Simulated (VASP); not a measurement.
# BiB2N with PBEsol + D3: from relaxation to properties, part 3 of 7

Wanted: the relaxed cell of BiB2N and its properties. The cell is invented: it takes the structure of COD entry 9008835, BP (space group 216 there), with some of its atoms replaced by other elements, volume scaled by an estimate. It may not be a known or stable phase.

VASP 6.6.1, plane waves and PAW; the level of theory is named at each step.

Still holding for the runs below: The k-mesh is coarse for a metal.

So far. Step 3 (Full relaxation (PBEsol + D3)): It ends with a largest force of 0.003 eV/Å and a pressure of 0.01 GPa. Step 4 (Second relaxation): It ends with a largest force of 0.005 eV/Å and a pressure of -0.05 GPa. The volume moved by only 0.12 %, so the volume is settled. The relaxed cell has a = 2.808, c = 6.400 Å (conventional setting).

### Step 5. Single point with fields (PBEsol + D3)

Level of this step: PBEsol with D3; plane waves and PAW (Bi_d, N, B); invented cell (VASP).

The relaxed cell gets a fresh self-consistent run, on a basis set for its own volume, to fix the density and to check the remaining stress.

INCAR

```
SYSTEM = BiB2N
PREC = Accurate
ENCUT = 520
EDIFF = 1E-06
NELM = 100
ISMEAR = -1
SIGMA = 0.05
LREAL = .FALSE.
ALGO = Normal
GGA = PS
IVDW = 11
NBANDS = 19
LORBIT = 11
LWAVE = .FALSE.
LCHARG = .TRUE.
ISIF = 2
LELF = .TRUE.
LVHAR = .TRUE.
```

POSCAR

```
BiB2N
1.0
    2.8077243601      0.0000000000      0.0000000000
    0.0000000000      2.8077243601      0.0000000000
    0.0000000000      0.0000000000      6.4000326900
Bi N B
1 1 2
Direct
    0.5000000000      0.5000000000      0.0000000000
    0.0000000000      0.0000000000      0.5000000000
    0.0000000000      0.5000000000      0.3807727546
    0.5000000000      0.0000000000      0.6192272454
```

KPOINTS

```
Automatic mesh
0
Gamma
8 8 4
0 0 0
```

Potentials, in the order of the species: Bi_d, N and B (PBE family, release 64).

The run is started by

```bash
> mpirun -np 2 vasp_std
```

Log:

```text
[banner, memory and clock lines left out]
running    2 mpi-ranks, on    1 nodes
 distrk:  each k-point on    2 cores,    1 groups
 distr:  one band on    1 cores,    2 groups

 POSCAR found type information on POSCAR BiN B
 POSCAR found :  3 types and       4 ions
 [... a notice as in an earlier step ...]

 LDA part: xc-table for (Slater+PW92), standard interpolation
|                                                                             |
|           W    W    AA    RRRRR   N    N  II  N    N   GGGG   !!!           |
|           W    W   A  A   R    R  NN   N  II  NN   N  G    G  !!!           |
|           W    W  A    A  R    R  N N  N  II  N N  N  G       !!!           |
|           W WW W  AAAAAA  RRRRR   N  N N  II  N  N N  G  GGG   !            |
|           WW  WW  A    A  R   R   N   NN  II  N   NN  G    G                |
|           W    W  A    A  R    R  N    N  II  N    N   GGGG   !!!           |
|                                                                             |
|     The number of bands has been changed from the values supplied in        |
|     The orbitals not found in the WAVECAR file will be initialized with     |
|     random numbers, which is usually adequate. For correlated               |
|     calculations, however, you should redo the groundstate calculation.     |
|     I found NBANDS = 19. Now, NBANDS = 20.                                  |
|                                                                             |

 POSCAR, INCAR and KPOINTS ok, starting setup
 FFT: planning ... GRIDC
 FFT: planning ... GRID_SOFT
 FFT: planning ... GRID
 WAVECAR not read
 entering main loop
       N       E                     dE             d eps       ncg     rms          rms(c)
DAV:   1     0.221969829619E+03    0.22197E+03   -0.13695E+04  1800   0.150E+03
DAV:   2    -0.432766687308E+01   -0.22630E+03   -0.21676E+03  1892   0.393E+02
DAV:   3    -0.244332212876E+02   -0.20106E+02   -0.19599E+02  2280   0.117E+02
DAV:   4    -0.250899919580E+02   -0.65677E+00   -0.65332E+00  2248   0.209E+01
DAV:   5    -0.251078542060E+02   -0.17862E-01   -0.17854E-01  2384   0.342E+00    0.628E+00
DAV:   6    -0.241226015640E+02    0.98525E+00   -0.42570E+00  2288   0.117E+01    0.295E+00
DAV:   7    -0.241115915113E+02    0.11010E-01   -0.41472E-01  1928   0.345E+00    0.193E+00
DAV:   8    -0.240950180000E+02    0.16574E-01   -0.82229E-02  2164   0.157E+00    0.416E-01
DAV:   9    -0.240913206079E+02    0.36974E-02   -0.10730E-02  2084   0.698E-01    0.154E-01
DAV:  10    -0.240912650961E+02    0.55512E-04   -0.48022E-03  2156   0.362E-01    0.697E-02
DAV:  11    -0.240912061183E+02    0.58978E-04   -0.47294E-04  2064   0.140E-01    0.104E-02
DAV:  12    -0.240912088893E+02   -0.27710E-05   -0.34735E-05  2072   0.448E-02    0.521E-03
DAV:  13    -0.240912089849E+02   -0.95608E-07   -0.10698E-06  1508   0.832E-03
   1 F= -.24705620E+02 E0= -.24700238E+02  d E =-.107633E-01
```

Run time: 8 s. Hardware: 2 MPI ranks of Intel Xeon 6975P-C (Granite Rapids), shared host; peak memory 0.33 GiB.

OUTCAR, selected parts (step 5):

```text
   k-points           NKPTS =     45   k-points in BZ     NKDIM =     45   number of bands    NBANDS=     20

   ENCUT  =  520.0 eV  38.22 Ry    6.18 a.u.   5.22  5.22 11.90*2*pi/ulx,y,z

   NELECT =      26.0000    total number of electrons

 E-fermi :   8.3437

 k-point     1 :       0.0000    0.0000    0.0000
  band No.  band energies     occupation
    ...
      8      -1.5311      2.00000
      9       1.3424      2.00000
     10       1.3424      2.00000
     11       4.7907      2.00000
     12       6.1292      2.00000
     13      10.2434      0.00000
     14      12.1911      0.00000
     15      12.7715      0.00000
     16      12.7715      0.00000
     17      13.5117      0.00000
    ...

 Edisp (eV)   -0.61441

  Total      -0.02088    -0.02088     0.02153     0.00000     0.00000     0.00000
  in kB      -0.66299    -0.66299     0.68381     0.00000     0.00000     0.00000
  external pressure =       -0.21 kB  Pullay stress =        0.00 kB

 POSITION                                       TOTAL-FORCE (eV/Angst)
 -----------------------------------------------------------------------------------
      1.40386      1.40386      0.00000         0.000000     -0.000000      0.000000
      0.00000      0.00000      3.20002         0.000000      0.000000      0.000000
      0.00000      1.40386      2.43696         0.000000      0.000000      0.005526
      1.40386      0.00000      3.96307        -0.000000      0.000000     -0.005526
 -----------------------------------------------------------------------------------
    total drift:                                0.000000     -0.000000     -0.000000

  FREE ENERGIE OF THE ION-ELECTRON SYSTEM (eV)
  ---------------------------------------------------
  free  energy   TOTEN  =       -24.7056198905 eV

  energy  without entropy=      -24.6948566364  energy(sigma->0) =      -24.70023826

[... 4 parts as in an earlier step ...]

[... 11 further parts left out ...]
```

Numbers from this step:

- SCF cycles: 13
- bands: 20
- pressure: -0.02141 GPa

Valence electrons inside each PAW sphere by angular momentum. Sphere charges, by row:

```csv
atom,s (e),p (e),d (e),tot (e)
Bi1,1.549,1.486,10,13.04
N2,1.215,2.594,0,3.808
B3,0.67,1.005,0,1.676
B4,0.67,1.005,0,1.676
```

ELF in the ac plane at fractional y = 0.000, with atoms of N and B within 0.2 Å of it. It is the smooth field of the valence electrons, not physical close to the nuclei.

Values, 24 rows by 15 columns, each cell a mean:
```
0.12 0.14 0.18 0.25 0.30 0.34 0.36 0.37 0.37 0.36 0.34 0.30 0.25 0.18 0.14
0.10 0.11 0.15 0.20 0.25 0.29 0.31 0.33 0.33 0.31 0.29 0.25 0.20 0.15 0.11
0.07 0.08 0.11 0.16 0.20 0.24 0.27 0.29 0.29 0.27 0.24 0.20 0.16 0.11 0.08
0.05 0.06 0.09 0.15 0.21 0.28 0.33 0.35 0.35 0.33 0.28 0.21 0.15 0.09 0.06
0.04 0.06 0.11 0.20 0.34 0.46 0.55 0.59 0.59 0.55 0.46 0.34 0.20 0.11 0.06
0.06 0.08 0.15 0.32 0.53 0.69 0.78 0.82 0.82 0.78 0.69 0.53 0.32 0.15 0.08
0.12 0.14 0.23 0.40 0.57 0.69 0.74 0.77 0.77 0.74 0.69 0.57 0.40 0.23 0.14
0.30 0.33 0.39 0.48 0.54 0.53 0.45 0.37 0.37 0.45 0.53 0.54 0.48 0.39 0.33
0.67 0.68 0.70 0.72 0.68 0.49 0.16 0.03 0.03 0.16 0.49 0.68 0.72 0.70 0.68
0.76 0.80 0.84 0.87 0.85 0.70 0.28 0.05 0.05 0.28 0.70 0.85 0.87 0.84 0.80
0.48 0.62 0.81 0.90 0.90 0.83 0.52 0.21 0.21 0.52 0.83 0.90 0.90 0.81 0.62
0.10 0.29 0.65 0.82 0.83 0.74 0.52 0.29 0.29 0.52 0.74 0.83 0.82 0.65 0.29
0.33 0.45 0.66 0.75 0.70 0.55 0.33 0.18 0.18 0.33 0.55 0.70 0.75 0.66 0.45
0.73 0.73 0.72 0.65 0.50 0.30 0.14 0.07 0.07 0.14 0.30 0.50 0.65 0.72 0.73
0.71 0.68 0.60 0.45 0.27 0.13 0.05 0.03 0.03 0.05 0.13 0.27 0.45 0.60 0.68
0.43 0.40 0.32 0.22 0.12 0.06 0.03 0.02 0.02 0.03 0.06 0.12 0.22 0.32 0.40
0.14 0.13 0.10 0.08 0.05 0.04 0.03 0.03 0.03 0.03 0.04 0.05 0.08 0.10 0.13
0.06 0.06 0.06 0.05 0.05 0.05 0.05 0.05 0.05 0.05 0.05 0.05 0.05 0.06 0.06
0.04 0.05 0.05 0.05 0.06 0.08 0.09 0.10 0.10 0.09 0.08 0.06 0.05 0.05 0.05
0.05 0.05 0.07 0.09 0.12 0.15 0.18 0.20 0.20 0.18 0.15 0.12 0.09 0.07 0.05
0.07 0.07 0.10 0.14 0.19 0.24 0.28 0.30 0.30 0.28 0.24 0.19 0.14 0.10 0.07
0.09 0.11 0.15 0.21 0.28 0.34 0.37 0.39 0.39 0.37 0.34 0.28 0.21 0.15 0.11
0.12 0.14 0.19 0.26 0.33 0.38 0.40 0.41 0.41 0.40 0.38 0.33 0.26 0.19 0.14
0.13 0.15 0.20 0.27 0.34 0.38 0.40 0.40 0.40 0.40 0.38 0.34 0.27 0.20 0.15
```
Columns run along a (2.8 Å), rows up along c (6.4 Å). Atoms in or near the plane, at fractional coordinates: N at (0.00, 0.50), B at (0.50, 0.62).

Valence density in the ac plane at fractional y = 0.000, with atoms of N and B within 0.2 Å of it. It is the smooth field of the valence electrons, not physical close to the nuclei.

Ten even steps from '_' (0.0 e/Å³) to '@' (3.7 e/Å³), each cell a mean:
```
______________________________
______________________________
______________________________
______________________________
______________________________
______________________________
__________............________
________................______
..............____............
====----::::..____..::::----==
@@%%**==--::........::--==**%%
@@@@%%++::....____....::++%%@@
@@@@**==::..________..::==**@@
**++--::..____________..::--++
::::..____________________..::
______________________________
______________________________
______________________________
______________________________
______________________________
______________________________
______________________________
______________________________
______________________________
```
Columns run along a (2.8 Å), rows up along c (6.4 Å). Atoms in or near the plane, at fractional coordinates: N at (0.00, 0.50), B at (0.50, 0.62).

Electrostatic potential energy in the ac plane at fractional y = 0.000, with atoms of N and B within 0.2 Å of it. With pseudopotentials it is smooth inside the atoms' cores, unlike the true potential.

Values in eV, 24 rows by 15 columns, each cell a mean:
```
  1   1   0  -1  -2  -4  -5  -5  -5  -5  -4  -2  -1   0   1
  1   1   1   0  -1  -2  -3  -4  -4  -3  -2  -1   0   1   1
  2   2   1   1   0  -1  -1  -1  -1  -1  -1   0   1   1   2
  2   2   2   2   1   1   0   0   0   0   1   1   2   2   2
  3   3   2   2   1   1   0   0   0   0   1   1   2   2   3
  2   2   2   1   0  -2  -4  -5  -5  -4  -2   0   1   2   2
  2   2   1  -1  -4 -10 -19 -23 -23 -19 -10  -4  -1   1   2
  1   1  -1  -3 -11 -27 -31 -24 -24 -31 -27 -11  -3  -1   1
 -5  -4  -5  -6 -20 -34 -18   3   3 -18 -34 -20  -6  -5  -4
-29 -25 -15  -9 -19 -33 -25  -8  -8 -25 -33 -19  -9 -15 -25
-45 -45 -42 -19 -12 -23 -31 -31 -31 -31 -23 -12 -19 -42 -45
-35 -46 -46 -30  -9  -8 -11 -15 -15 -11  -8  -9 -30 -46 -46
-42 -46 -46 -22  -6  -4  -3  -4  -4  -3  -4  -6 -22 -46 -46
-38 -34 -20  -7  -3  -1   0   0   0   0  -1  -3  -7 -20 -34
 -8  -6  -3  -1   0   1   2   2   2   2   1   0  -1  -3  -6
 -1   0   1   1   2   2   2   3   3   2   2   2   1   1   0
  2   2   2   2   3   3   3   3   3   3   3   3   2   2   2
  2   2   3   3   3   3   3   3   3   3   3   3   3   3   2
  3   3   3   2   2   2   2   2   2   2   2   2   2   3   3
  2   2   2   2   1   1   1   1   1   1   1   1   2   2   2
  2   2   1   1   0   0  -1  -1  -1  -1   0   0   1   1   2
  1   1   1   0  -1  -2  -3  -3  -3  -3  -2  -1   0   1   1
  1   1   0  -1  -2  -3  -5  -5  -5  -5  -3  -2  -1   0   1
  1   0   0  -1  -2  -4  -5  -6  -6  -5  -4  -2  -1   0   0
```
Columns run along a (2.8 Å; values clipped at the 3rd and 97th percentile), rows up along c (6.4 Å). Atoms in or near the plane, at fractional coordinates: N at (0.00, 0.50), B at (0.50, 0.62).

In this run the pressure is -0.02 GPa, small enough to go on; single stress components reach 0.07 GPa.

### Step 6. Band structure (PBEsol + D3)

Levels along the symmetry lines show where the bands peak and cross; KPOINTS_OPT computes them in the converged potential.

INCAR

```
SYSTEM = BiB2N
PREC = Accurate
ENCUT = 520
EDIFF = 1E-06
NELM = 100
ISMEAR = -1
SIGMA = 0.05
LREAL = .FALSE.
ALGO = Normal
GGA = PS
IVDW = 11
NBANDS = 27
LORBIT = 11
LWAVE = .FALSE.
LCHARG = .FALSE.
KPAR = 2
```

POSCAR is that of step 5.

KPOINTS is that of step 5.

KPOINTS_OPT

```
Line mode
16
Line-mode
Reciprocal
  0.00000000   0.00000000   0.00000000 GAMMA
  0.00000000   0.50000000   0.00000000 X

  0.00000000   0.50000000   0.00000000 X
  0.50000000   0.50000000   0.00000000 M

  0.50000000   0.50000000   0.00000000 M
  0.00000000   0.00000000   0.00000000 GAMMA

  0.00000000   0.00000000   0.00000000 GAMMA
  0.00000000   0.00000000   0.50000000 Z

  0.00000000   0.00000000   0.50000000 Z
  0.00000000   0.50000000   0.50000000 R

  0.00000000   0.50000000   0.50000000 R
  0.50000000   0.50000000   0.50000000 A

  0.50000000   0.50000000   0.50000000 A
  0.00000000   0.00000000   0.50000000 Z

  0.00000000   0.50000000   0.00000000 X
  0.00000000   0.50000000   0.50000000 R

  0.50000000   0.50000000   0.00000000 M
  0.50000000   0.50000000   0.50000000 A
```

The run is started by

```bash
> mpirun -np 2 vasp_std
```

Log:

```text
[... set-up lines as in an earlier step ...]
 entering main loop
       N       E                     dE             d eps       ncg     rms          rms(c)
DAV:   1     0.221736135079E+03    0.22174E+03   -0.12629E+04  2486   0.112E+03
DAV:   2    -0.305622718874E+01   -0.22479E+03   -0.20944E+03  2540   0.327E+02
DAV:   3    -0.244808433243E+02   -0.21425E+02   -0.20921E+02  3080   0.970E+01
DAV:   4    -0.250919268834E+02   -0.61108E+00   -0.60936E+00  2875   0.162E+01
DAV:   5    -0.251078931485E+02   -0.15966E-01   -0.15964E-01  3278   0.267E+00    0.628E+00
DAV:   6    -0.241324361549E+02    0.97546E+00   -0.30067E+00  3250   0.872E+00    0.298E+00
DAV:   7    -0.241104490334E+02    0.21987E-01   -0.32270E-01  2693   0.253E+00    0.191E+00
DAV:   8    -0.240932355214E+02    0.17214E-01   -0.41449E-02  2984   0.963E-01    0.314E-01
DAV:   9    -0.240912312574E+02    0.20043E-02   -0.37399E-03  2948   0.414E-01    0.118E-01
DAV:  10    -0.240912265764E+02    0.46811E-05   -0.15443E-03  2861   0.180E-01    0.538E-02
DAV:  11    -0.240912075776E+02    0.18999E-04   -0.10394E-04  2810   0.690E-02    0.100E-02
DAV:  12    -0.240912088904E+02   -0.13128E-05   -0.12167E-05  2776   0.208E-02    0.368E-03
DAV:  13    -0.240912089829E+02   -0.92488E-07   -0.48770E-07  1601   0.435E-03
   1 F= -.24705620E+02 E0= -.24700238E+02  d E =-.107637E-01
 Start KPOINTS_OPT (optional k-point list driver)
k-point batch [1-45\144]
       N       E                     dE             ncg
DAV:   1     0.462367153785E+04   -0.31656E+05     2447
DAV:   2    -0.541154266353E+04   -0.10035E+05     2580
DAV:   3    -0.638580344284E+04   -0.97426E+03     3026
DAV:   4    -0.641366287997E+04   -0.27859E+02     2963
DAV:   5    -0.641434198205E+04   -0.67910E+00     3295
DAV:   6    -0.641436802920E+04   -0.26047E-01     3306
DAV:   7    -0.641436841861E+04   -0.38942E-03     3385
DAV:   8    -0.641436842232E+04   -0.37082E-05     2489
DAV:   9    -0.641436842270E+04   -0.37653E-06     2055
[...]
k-point batch [136-144\144]
       N       E                     dE             ncg
DAV:   1     0.335700959274E+05   -0.10603E+05      489
DAV:   2     0.315464514099E+05   -0.20236E+04      537
DAV:   3     0.313511491477E+05   -0.19530E+03      608
DAV:   4     0.313457419948E+05   -0.54072E+01      657
DAV:   5     0.313456235072E+05   -0.11849E+00      620
DAV:   6     0.313456191692E+05   -0.43380E-02      645
DAV:   7     0.313456190308E+05   -0.13841E-03      708
DAV:   8     0.313456190303E+05   -0.49491E-06      472
```

Elapsed: 27 s, on 2 MPI ranks; peak memory 0.47 GiB; 53 s of CPU time.

OUTCAR, selected parts (step 6):

```text
   k-points           NKPTS =     45   k-points in BZ     NKDIM =     45   number of bands    NBANDS=     27

   NELECT =      26.0000    total number of electrons

 E-fermi :   8.3438

 k-point     1 :       0.0000    0.0000    0.0000
  band No.  band energies     occupation
    ...
      8      -1.5311      2.00000
      9       1.3423      2.00000
     10       1.3423      2.00000
     11       4.7906      2.00000
     12       6.1293      2.00000
     13      10.2434      0.00000
     14      12.1911      0.00000
     15      12.7715      0.00000
     16      12.7715      0.00000
     17      13.5117      0.00000
    ...

 Edisp (eV)   -0.61441

  Total      -0.02022    -0.02022     0.02327     0.00000     0.00000     0.00000
  in kB      -0.64206    -0.64206     0.73908     0.00000     0.00000     0.00000
  external pressure =       -0.18 kB  Pullay stress =        0.00 kB

 POSITION                                       TOTAL-FORCE (eV/Angst)
 -----------------------------------------------------------------------------------
      1.40386      1.40386      0.00000        -0.000000      0.000000      0.000000
      0.00000      0.00000      3.20002         0.000000     -0.000000      0.000000
      0.00000      1.40386      2.43696        -0.000000     -0.000000      0.005567
      1.40386      0.00000      3.96307        -0.000000     -0.000000     -0.005567
 -----------------------------------------------------------------------------------
    total drift:                                0.000000     -0.000000     -0.000000

  FREE ENERGIE OF THE ION-ELECTRON SYSTEM (eV)
  ---------------------------------------------------
  free  energy   TOTEN  =       -24.7056198885 eV

  energy  without entropy=      -24.6948561695  energy(sigma->0) =      -24.70023803

[... 8 parts as in an earlier step ...]

[... 8 further parts left out ...]
```

Spin-orbit coupling is off here; it can split and shift levels that hold much weight on Bi by tenths of an eV or more.

This step gave:

```
bands    : 27
pressure : -0.01817 GPa
```

Electronic bands along the path, in eV, zero at the Fermi level; # counts the bands kept in this run, so #1 is VASP's band 8:

```csv
point,#3,#4,#5,#6,#7,#8,#9,#10
Γ,-7.00,-3.55,-2.21,1.90,3.85,4.43,4.43,5.17
0.53 of the way,-6.60,-3.62,-1.94,-0.89,1.70,3.86,4.25,5.18
X,-6.84,-6.23,-4.51,0.66,1.14,3.85,4.02,4.12
0.53 of the way,-7.44,-5.52,-3.27,-1.67,0.55,1.45,3.45,5.19
M,-7.10,-3.99,-3.99,-3.43,-0.67,0.36,0.36,2.80
0.47 of the way,-8.20,-3.24,-0.83,-0.67,-0.61,1.22,3.42,5.04
Γ,-7.00,-3.55,-2.21,1.90,3.85,4.43,4.43,5.17
0.53 of the way,-7.00,-5.41,-0.38,1.75,3.86,4.17,4.17,4.91
Z,-7.00,-6.65,0.97,1.24,3.88,4.01,4.01,4.64
0.47 of the way,-6.68,-5.47,-1.08,0.43,2.25,3.45,4.17,5.17
R,-6.23,-5.93,-3.13,-1.08,-0.44,3.88,4.41,4.62
0.53 of the way,-7.68,-5.07,-2.87,-1.16,0.12,1.10,2.23,4.86
A,-6.96,-4.36,-4.15,-4.15,0.81,0.81,2.00,3.42
0.47 of the way,-7.59,-4.03,-1.16,-0.47,0.30,0.79,3.86,4.45
Z,-7.00,-6.65,0.97,1.24,3.88,4.01,4.01,4.64
jump to X,-6.84,-6.23,-4.51,0.66,1.14,3.85,4.02,4.12
0.53 of the way,-6.29,-6.23,-3.90,-0.02,0.03,3.86,4.33,4.43
R,-6.23,-5.93,-3.13,-1.08,-0.44,3.88,4.41,4.62
jump to M,-7.10,-3.99,-3.99,-3.43,-0.67,0.36,0.36,2.80
0.47 of the way,-7.06,-4.06,-4.06,-3.91,0.29,0.56,0.56,3.02
A,-6.96,-4.36,-4.15,-4.15,0.81,0.81,2.00,3.42
```

Of the projections kept (Bi, N, B), the largest for each band there, as a share of the weight inside these atoms' spheres; weight between the spheres isn't counted:

```csv
point,#3,#4,#5,#6,#7,#8,#9,#10
Γ,N 0.66,N 0.44,B 0.58,B 0.64,B 0.92,B 0.91,B 0.91,B 0.46
X,Bi 0.86,N 0.69,B 0.56,B 0.62,B 0.62,B 0.98,Bi 0.59,B 0.59
M,N 0.65,Bi 0.87,Bi 0.87,B 0.73,B 0.53,B 0.73,B 0.73,Bi 0.84
Γ,N 0.66,N 0.44,B 0.58,B 0.64,B 0.92,B 0.91,B 0.91,B 0.46
Z,N 0.66,Bi 0.54,N 0.51,B 0.45,B 0.86,B 0.79,B 0.79,B 0.63
R,N 0.69,Bi 0.60,Bi 0.49,B 0.74,B 0.67,B 0.98,B 0.75,Bi 0.37
```

There is no gap at this level.

[end of part 3 of 7]

[Lines on the potential files, build, host, timing and source positions are cut from VASP's logs without a mark.]

[Logs are printed without paths, hosts, clocks, repeated set-up lines and the standing remarks that a program may print on its own settings, such as how far it seeks lower states.]

[Hosts, paths, dates, database ids (printed as entryN), source tags and the programs' standing remarks are cut or masked in the printed files.]

[A measured line is paired with the nearest computed mode of its activity, which favours agreement.]

[In band tables of VASP the shares of atoms and orbitals are scaled to a sum of 1 inside the atoms' spheres.]
